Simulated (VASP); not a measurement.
OSZICAR of a VASP run on Re (space group P6_3/mmc):

### OSZICAR
```
       N       E                     dE             d eps       ncg     rms          rms(c)
DAV:   1     0.233028755207E+02    0.23303E+02   -0.49651E+03  3558   0.882E+02
DAV:   2    -0.255893912471E+02   -0.48892E+02   -0.42955E+02  3785   0.305E+02
DAV:   3    -0.288836955059E+02   -0.32943E+01   -0.28562E+01  4093   0.774E+01
DAV:   4    -0.290082387404E+02   -0.12454E+00   -0.11057E+00  4117   0.114E+01
DAV:   5    -0.290129068804E+02   -0.46681E-02   -0.42884E-02  3966   0.142E+00    0.429E+01
DAV:   6    -0.278096702248E+02    0.12032E+01   -0.13511E+00  4095   0.181E+01    0.177E+01
DAV:   7    -0.274577317511E+02    0.35194E+00   -0.84434E-01  4263   0.138E+01    0.399E-01
DAV:   8    -0.274483109955E+02    0.94208E-02   -0.75604E-03  3944   0.793E-01    0.168E-01
DAV:   9    -0.274472590219E+02    0.10520E-02   -0.65101E-04  3548   0.214E-01    0.332E-02
DAV:  10    -0.274472695210E+02   -0.10499E-04   -0.51589E-05  3860   0.821E-02    0.223E-02
DAV:  11    -0.274472691329E+02    0.38812E-06   -0.65748E-07  2190   0.133E-02
   1 F= -.27447269E+02 E0= -.27421592E+02  d E =-.513547E-01
```

Q: Which electronic solver shows in the log?

A: It is blocked Davidson (ALGO = Normal, or the opening steps of other solvers). The INCAR had ALGO = Normal.

Q: Can the final energy be trusted as converged?

A: Self-consistency was reached. It stopped with EDIFF = 1E-6, NELM = 100 (LDA (Ceperley-Alder, Perdew-Zunger), plane waves, VASP's LDA PAW potentials (set 64)).

The structure comes from a computed database's Re entry; how it stands against other phases isn't given here. The cell was not relaxed at this level. The run is one of a series of settings (GGA removed, POTCAR Re (LDA.64 set) against the base run), some of them coarse on purpose.
